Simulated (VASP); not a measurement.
Computed with PBE GGA, VASP's PBE PAW potentials (set 64) (plane waves; VASP).

The input files of a VASP run:

**INCAR**
```
ALGO=Fast
EDIFF=1E-5
EDIFFG=-0.03
ENCUT=400
GGA=PE
IBRION=2
ISIF=2
ISMEAR=0
ISPIN=2
ISYM=0
LASPH=.TRUE.
LCHARG=.FALSE.
LMAXMIX=4
LORBIT=10
LREAL=Auto
LWAVE=.FALSE.
MAGMOM=65*0.0154
NELM=100
NELMIN=4
NSW=60
NUPDOWN=1
PREC=Normal
SIGMA=0.05
SYSTEM=Zn32HSe32
```

### POSCAR
```
Zn32HSe32
1.0
 11.4825331932   0.0000000000   0.0000000000
  0.0000000000  11.4825331932   0.0000000000
  0.0000000000   0.0000000000  11.4825331932
Zn Se H
32 32 1
Cart
  5.7412665966   0.0000000000   0.0000000000
  8.6118998949   2.8706332983   0.0000000000
  8.6118998949   0.0000000000   2.8706332983
  0.0000000000   0.0000000000   0.0000000000
  2.8706332983   2.8706332983   0.0000000000
  5.7412665966   5.7412665966   0.0000000000
  8.6118998949   8.6118998949   0.0000000000
  2.8706332983   0.0000000000   2.8706332983
  5.7617629183   2.9204215622   2.8844812333
  8.6118998949   5.7412665966   2.8706332983
  5.7412665966   0.0000000000   5.7412665966
  8.6118998949   2.8706332983   5.7412665966
  8.6118998949   0.0000000000   8.6118998949
  0.0000000000   5.7412665966   0.0000000000
  2.8706332983   8.6118998949   0.0000000000
  0.0000000000   2.8706332983   2.8706332983
  2.8665225514   5.7456988544   2.8783840082
  5.7412665966   8.6118998949   2.8706332983
  0.0000000000   0.0000000000   5.7412665966
  2.8222918336   2.8312826570   5.7154768270
  5.7200928054   5.7452969658   5.7022030187
  8.6118998949   8.6118998949   5.7412665966
  2.8706332983   0.0000000000   8.6118998949
  5.7412665966   2.8706332983   8.6118998949
  8.6118998949   5.7412665966   8.6118998949
  0.0000000000   8.6118998949   2.8706332983
  0.0000000000   5.7412665966   5.7412665966
  2.8706332983   8.6118998949   5.7412665966
  0.0000000000   2.8706332983   8.6118998949
  2.8706332983   5.7412665966   8.6118998949
  5.7412665966   8.6118998949   8.6118998949
  0.0000000000   8.6118998949   8.6118998949
  7.1765832457   1.4353166492   1.4353166492
 10.0472165441   4.3059499475   1.4353166492
 10.0472165441   1.4353166492   4.3059499475
  1.4353166492   1.4353166492   1.4353166492
  4.3336113699   4.3108874367   1.4007082941
  7.1765832457   7.1765832457   1.4353166492
 10.0472165441  10.0472165441   1.4353166492
  4.3404205121   1.4460068876   4.3014258294
  7.1278054447   4.2694584570   4.3206705550
 10.0472165441   7.1765832457   4.3059499475
  7.1765832457   1.4353166492   7.1765832457
 10.0472165441   4.3059499475   7.1765832457
 10.0472165441   1.4353166492  10.0472165441
  1.4353166492   7.1765832457   1.4353166492
  4.3059499475  10.0472165441   1.4353166492
  1.4421257913   4.3070407881   4.3066274169
  4.2588945264   7.1460397075   4.2819399705
  7.1765832457  10.0472165441   4.3059499475
  1.4353166492   1.4353166492   7.1765832457
  4.3418558287   4.2563913342   7.1385760609
  7.1765832457   7.1765832457   7.1765832457
 10.0472165441  10.0472165441   7.1765832457
  4.3059499475   1.4353166492  10.0472165441
  7.1765832457   4.3059499475  10.0472165441
 10.0472165441   7.1765832457  10.0472165441
  1.4353166492  10.0472165441   4.3059499475
  1.4353166492   7.1765832457   7.1765832457
  4.3059499475  10.0472165441   7.1765832457
  1.4353166492   4.3059499475  10.0472165441
  4.3059499475   7.1765832457  10.0472165441
  7.1765832457  10.0472165441  10.0472165441
  1.4353166492  10.0472165441  10.0472165441
  4.2839034837   4.2876927197   4.3329224179
```

### KPOINTS
```
Regular mesh
0
G
 1 1 1
```

POTCAR, in this order: Zn Se H (PBE.64 set). Program: vasp_gam.

Question: What will the output report for the number of irreducible k-points (NKPTS), largest plane-wave count, FFT grid (NGX, NGY, NGZ)?

Answer: 
```json
{
 "number of irreducible k-points (NKPTS)": "1",
 "largest_plane_wave_count": "13805",
 "FFT grid (NGX, NGY, NGZ)": "56 × 56 × 56"
}
```

The cell is a supercell with a defect, built from ZnSe (zinc blende): H_i.
